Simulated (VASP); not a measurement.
Output of a VASP run:

### OSZICAR
```
       N       E                     dE             d eps       ncg     rms          rms(c)
DAV:   1     0.109643176439E+03    0.10964E+03   -0.12660E+04  1232   0.118E+03
DAV:   2    -0.269063038839E+01   -0.11233E+03   -0.11112E+03  1332   0.264E+02
DAV:   3    -0.441947486428E+01   -0.17288E+01   -0.17229E+01  1452   0.296E+01
DAV:   4    -0.442919645862E+01   -0.97216E-02   -0.97191E-02  1360   0.233E+00
DAV:   5    -0.442930865922E+01   -0.11220E-03   -0.11220E-03  1424   0.253E-01    0.311E+00
DAV:   6    -0.438499083308E+01    0.44318E-01   -0.85098E-02  1293   0.249E+00    0.217E+00
DAV:   7    -0.437719055793E+01    0.78003E-02   -0.39946E-02  1267   0.171E+00    0.694E-01
DAV:   8    -0.437651818632E+01    0.67237E-03   -0.34815E-03  1269   0.480E-01    0.368E-02
DAV:   9    -0.437652384771E+01   -0.56614E-05   -0.19798E-05  1470   0.422E-02    0.117E-02
DAV:  10    -0.437652925108E+01   -0.54034E-05   -0.57484E-06  1240   0.221E-02    0.201E-03
DAV:  11    -0.437652951051E+01   -0.25943E-06   -0.46998E-07   664   0.580E-03
   1 F= -.43765295E+01 E0= -.43760117E+01  d E =-.155350E-02
```

**OUTCAR**
```
------------------------ aborting loop because EDIFF is reached ----------------------------------------
  FORCE on cell =-STRESS in cart. coord.  units (eV):
  Direction    XX          YY          ZZ          XY          YZ          ZX
  --------------------------------------------------------------------------------------
  Total        1.0314855      1.0314855      1.4566405      0.0000000      0.0000000      0.0000000
  in kB       28.8769805     28.8769824     40.7794195      0.0000000      0.0000000      0.0000000
  external PRESSURE =      32.8444608 kB  Pullay stress =       0.0000000 kB
  volume of cell :       57.23
      direct lattice vectors                 reciprocal lattice vectors
     1.730000000 -2.996448000  0.000000000     0.289017341 -0.166864234  0.000000000
     1.730000000  2.996448000  0.000000000     0.289017341  0.166864234  0.000000000
     0.000000000  0.000000000  5.520000000     0.000000000  0.000000000  0.181159420
 POSITION                                       TOTAL-FORCE (eV/Angst)
 -----------------------------------------------------------------------------------
      1.73000      0.99882      1.38000        -0.000000     -0.000000      0.000000
      1.73000     -0.99882      4.14000         0.000000      0.000000      0.000000
 -----------------------------------------------------------------------------------
    total drift:                               -0.000012      0.000455      0.000009
  FREE ENERGIE OF THE ION-ELECTRON SYSTEM (eV)
  ---------------------------------------------------
  free  energy   TOTEN  =        -4.3765295105 eV

  energy  without entropy=       -4.3749760076  energy(sigma->0) =       -4.37601168
```
(Selected blocks of OUTCAR.)

POSCAR:
```
Tl
1
    1.7300000000    -2.9964480000     0.0000000000
    1.7300000000     2.9964480000     0.0000000000
    0.0000000000     0.0000000000     5.5200000000
Tl
2
Direct
  0.3333330000   0.6666670000   0.2500000000
  0.6666670000   0.3333330000   0.7500000000
```

Reconstruct the remaining input files.

This is not unique; one that fits is the input of the run itself, PBE GGA, plane waves, VASP's PBE PAW potentials (set 64).

File KPOINTS:
```
Automatic
0
Gamma
 9 9 5
0 0 0
```

### INCAR
```
ALGO  =  Normal
EDIFF  =  1E-6
ENCUT  =  400
GGA  =  PE
ISIF  =  2
ISMEAR  =  1
LASPH  =  .True.
LCHARG  =  .False.
LMAXMIX  =  4
LREAL  =  .False.
LWAVE  =  .False.
NELM  =  100
PREC  =  Accurate
SIGMA  =  0.1
SYSTEM  =  Tl
```

POTCAR, in this order: Tl_d (PBE.64 set). Program: vasp_std.

The compound is Tl in the hcp structure. The cell was not relaxed at this level.
